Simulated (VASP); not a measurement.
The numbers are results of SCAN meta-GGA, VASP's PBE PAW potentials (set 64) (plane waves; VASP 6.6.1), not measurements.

The input files of a VASP run:

### INCAR
```
! general
SYSTEM  = RuAl
PREC    = Accurate
ENCUT   = 520
LREAL   = .FALSE.
LASPH   = .TRUE.

! electronic loop
EDIFF   = 1E-7
NELM    = 100
ALGO    = Normal
LMAXMIX = 4
LMIXTAU = .TRUE.

! smearing
ISMEAR  = 1
SIGMA   = 0.1

! functional
METAGGA = SCAN

! ions
ISIF    = 2

! output
LWAVE   = .FALSE.
LCHARG  = .FALSE.
```

### POSCAR
```
RuAl
2.9060430
  1.0000001346   0.0000000000   0.0000000000
  0.0000000000   1.0000001346   0.0000000000
  0.0000000000   0.0000000000   1.0000001346
Al Ru
1 1
Cartesian
  0.5000000673   0.5000000673   0.5000000673
  0.0000000000   0.0000000000   0.0000000000
```

File KPOINTS:
```
Automatic mesh
0
Gamma
12 12 12
0 0 0
```

POTCAR, in this order: Al Ru_pv (PBE.64 set). Program: vasp_std.

What VASP printed:

### OSZICAR
```
       N       E                     dE             d eps       ncg     rms          rms(c)
DAV:   1     0.901840965117E+02    0.90184E+02   -0.98202E+03  2056   0.139E+03
DAV:   2    -0.464695131692E+02   -0.13665E+03   -0.13194E+03  2220   0.373E+02
DAV:   3    -0.490468366573E+02   -0.25773E+01   -0.25228E+01  2352   0.525E+01
DAV:   4    -0.490711212938E+02   -0.24285E-01   -0.24273E-01  2420   0.520E+00
DAV:   5    -0.490716884476E+02   -0.56715E-03   -0.56713E-03  2460   0.671E-01    0.194E+01
DAV:   6    -0.441439080950E+02    0.49278E+01   -0.81171E+00  2124   0.385E+01    0.409E+00
DAV:   7    -0.441876775457E+02   -0.43769E-01   -0.10000E+00  2128   0.127E+01    0.258E+00
DAV:   8    -0.442325376330E+02   -0.44860E-01   -0.41115E-01  2160   0.804E+00    0.959E-01
DAV:   9    -0.442249547230E+02    0.75829E-02   -0.43378E-01  2156   0.748E+00    0.368E-01
DAV:  10    -0.441965759565E+02    0.28379E-01   -0.10140E-01  2164   0.328E+00    0.198E-01
DAV:  11    -0.441967493047E+02   -0.17335E-03   -0.10174E-02  2108   0.124E+00    0.122E-01
DAV:  12    -0.441975284567E+02   -0.77915E-03   -0.91927E-03  2088   0.121E+00    0.539E-02
DAV:  13    -0.441966367148E+02    0.89174E-03   -0.11476E-02  2028   0.135E+00    0.164E-02
DAV:  14    -0.441957459932E+02    0.89072E-03   -0.42846E-03  2124   0.859E-01    0.103E-02
DAV:  15    -0.441957771519E+02   -0.31159E-04   -0.51039E-05  2428   0.677E-02    0.128E-02
DAV:  16    -0.441957651439E+02    0.12008E-04   -0.62873E-05  2036   0.110E-01    0.158E-02
DAV:  17    -0.441957252924E+02    0.39852E-04   -0.34426E-05  2228   0.559E-02    0.986E-03
DAV:  18    -0.441956937153E+02    0.31577E-04   -0.11631E-04  2248   0.948E-02    0.369E-03
DAV:  19    -0.441956966067E+02   -0.28915E-05   -0.29239E-06  2112   0.222E-02    0.335E-03
DAV:  20    -0.441956935395E+02    0.30673E-05   -0.10857E-05  2220   0.292E-02    0.125E-03
DAV:  21    -0.441956942630E+02   -0.72350E-06   -0.17362E-06  2304   0.128E-02    0.508E-04
DAV:  22    -0.441956946368E+02   -0.37386E-06   -0.35839E-07  2032   0.796E-03    0.394E-04
DAV:  23    -0.441956950916E+02   -0.45481E-06   -0.55542E-08  1076   0.373E-03    0.189E-04
DAV:  24    -0.441956951999E+02   -0.10827E-06   -0.23918E-08  1008   0.149E-03    0.177E-04
DAV:  25    -0.441956951390E+02    0.60922E-07   -0.42652E-09  1008   0.694E-04
   1 F= -.44195695E+02 E0= -.44195616E+02  d E =-.236640E-03
```

### OUTCAR
```
------------------------ aborting loop because EDIFF is reached ----------------------------------------
  FORCE on cell =-STRESS in cart. coord.  units (eV):
  Direction    XX          YY          ZZ          XY          YZ          ZX
  --------------------------------------------------------------------------------------
  Total        2.5230908      2.5230908      2.5230908      0.0000000      0.0000000     -0.0000000
  in kB      164.7165288    164.7165288    164.7165288      0.0000000      0.0000000     -0.0000000
  external PRESSURE =     164.7165288 kB  Pullay stress =       0.0000000 kB
  volume of cell :       24.54
      direct lattice vectors                 reciprocal lattice vectors
     2.906043391  0.000000000  0.000000000     0.344110485  0.000000000  0.000000000
     0.000000000  2.906043391  0.000000000     0.000000000  0.344110485  0.000000000
     0.000000000  0.000000000  2.906043391     0.000000000  0.000000000  0.344110485
 POSITION                                       TOTAL-FORCE (eV/Angst)
 -----------------------------------------------------------------------------------
      1.45302      1.45302      1.45302         0.000000      0.000000      0.000000
      0.00000      0.00000      0.00000         0.000000      0.000000      0.000000
 -----------------------------------------------------------------------------------
    total drift:                                0.000000      0.000000      0.000000
  FREE ENERGIE OF THE ION-ELECTRON SYSTEM (eV)
  ---------------------------------------------------
  free  energy   TOTEN  =       -44.1956951390 eV

  energy  without entropy=      -44.1954584989  energy(sigma->0) =      -44.19561626
```
(Selected blocks of OUTCAR.)

The compound is RuAl in the CsCl type structure. This cell is one point of a volume scan, at 0.94 of the reference volume. The electron count is odd and the run is not spin-polarised, which forces a metal.
